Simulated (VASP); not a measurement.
Consider the following.

```
Al2Pt
1.0
    0.00000     2.82543     2.82543
    2.82543     0.00000     2.82543
    2.82543     2.82543     0.00000
Al Pt
2 1
Direct
  0.25000   0.25000   0.25000
  0.75000   0.75000   0.75000
  0.00000   0.00000   0.00000
```

Computed with LDA (Ceperley-Alder, Perdew-Zunger), VASP's LDA PAW potentials (set 64) (plane waves; VASP 6.6.1). Run with 500 eV cut-off, 9×9×9 Γ-centred mesh, first-order Methfessel-Paxton smearing of 0.10 eV, potentials Al Pt.

Energy and stress use the plane-wave basis of the starting cell.

Question: The ions, cell shape and volume at an external pressure of 30.0 GPa are relaxed. What does this cell relax into?

Answer: 
```
Al2Pt
1.0
    0.00000     2.78760     2.78760
    2.78760     0.00000     2.78760
    2.78760     2.78760     0.00000
Al Pt
2 1
Cartesian
  1.39380   1.39380   1.39380
  4.18140   4.18140   4.18140
  5.57520   5.57520   5.57520
```
Space group Fm-3m (225), at a tolerance of 0.03 Å.

Question: How do energy and volume change from the first to the last step?

Answer: The energy (σ→0) changes by +92.4 meV/atom and the volume by -4.0 %, in 4 ionic steps.

The compound is PtAl2 in the fluorite structure. This run relaxes it under an external pressure of 30 GPa. Symmetry was kept, so distortions that lower it aren't found.
